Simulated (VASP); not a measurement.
Consider the following.

```yaml
crystal:
  lattice:
    - [0.00000, 1.99104, 1.99104]
    - [1.99104, 0.00000, 1.99104]
    - [1.99104, 1.99104, 0.00000]
  atoms:
    - { symbol: Al, position: [0.00000, 0.00000, 0.00000] }
```

Computed with r2SCAN meta-GGA, VASP's PBE PAW potentials (set 64) (plane waves; VASP). Settings: 400 eV cut-off, 14×14×14 Γ-centred mesh, first-order Methfessel-Paxton smearing of 0.10 eV, potentials Al.

**Question.** Predict the energy per atom (σ→0), band gap (on the k-mesh) with the smallest direct gap where there is one.

**Answer.** 
```
Quantity                                                     Value
------------------------  ----------------------------------------
band gap (on the k-mesh)  none (metal, semimetal or under 0.01 eV)
energy per atom (σ→0)                               -6.733 eV/atom
```

Only differences to runs with the same potentials and settings are physical.

The compound is Al in the fcc structure. It was relaxed first. The start is the result of an earlier pass.
